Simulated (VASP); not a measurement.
Ru, 2 atoms in the cell. Symmetry: P6_3/mmc, No. 194, hexagonal system. Conventional cell: a = 2.718 Å, b = 2.718 Å, c = 4.301 Å, α = 90.00°, β = 90.00°, γ = 120.00°. Ru (site symmetry -6m2) is surrounded by 12 Ru at 2.66 to 2.72 Å. 

```yaml
Program: VASP 6.6.1
Task: elastic constants
Functional: PBE
Potentials_or_basis: VASP PAW PBE potentials, release 64 (Ru_pv)
Cutoff: 600 eV
k_mesh: 30 × 30 × 16
Occupations: methfessel-paxton, width 0.2 eV
Spin: no spin polarisation
Ions_in_elastic_constants: relaxed
Further_INCAR_settings: ALGO = Normal; EDIFF = 1e-08; IBRION = 6; POTIM = 0.015; NSW = 1; ISIF = 3
```

Potentials or basis: VASP PAW PBE potentials, release 64 (Ru_pv).

Command:

```console
$ cat potpaw_PBE.64/Ru_pv/POTCAR > POTCAR
$ cp INCAR.step1 INCAR
$ mpirun -np 2 vasp_std > vasp.out
$ cp CONTCAR POSCAR
$ cp INCAR.step2 INCAR
$ mpirun -np 2 vasp_std > vasp.out
```

Hardware: 2 MPI ranks on Intel(R) Xeon(R) Platinum 8488C (Sapphire Rapids), with other jobs on the host.

**Question.** Estimate the wall time of this run.

**Answer.** Run time: 91 min on 2 MPI ranks on Intel(R) Xeon(R) Platinum 8488C (Sapphire Rapids), with other jobs on the host, peak memory 3.2 GiB a rank. Counts: scf iterations 184, k points 819, ion steps 7.
